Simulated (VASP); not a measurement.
```xyz
1
Lattice="0.0000 2.4944 2.4944 2.4944 0.0000 2.4944 2.4944 2.4944 0.0000" Properties=species:S:1:pos:R:3 pbc="T T T"
Pb     0.0000     0.0000     0.0000
```

Level of theory: r2SCAN meta-GGA, VASP's PBE PAW potentials (set 64) (plane waves; VASP). Settings: 480 eV cut-off, 12×12×12 Γ-centred mesh, first-order Methfessel-Paxton smearing of 0.10 eV, potentials Pb_d.

Energy and stress use the plane-wave basis of the starting cell.

Question: The ions, cell shape and volume at an external pressure of 10.0 GPa are relaxed. Predict the relaxed structure.

Answer: 
```xyz
1
Lattice="0.0000 2.3726 2.3726 2.3726 0.0000 2.3726 2.3726 2.3726 0.0000" Properties=species:S:1:pos:R:3 pbc="T T T"
Pb     0.0000     0.0000     0.0000
```
Space group Fm-3m (225), at a tolerance of 0.03 Å.

Question: How do energy and volume change from the first to the last step?

Answer: The energy (σ→0) changes by +121.8 meV/atom and the volume by -13.9 %, in 6 ionic steps.

The compound is Pb in the fcc structure. This run relaxes it under an external pressure of 10 GPa. Symmetry was kept, so distortions that lower it aren't found.
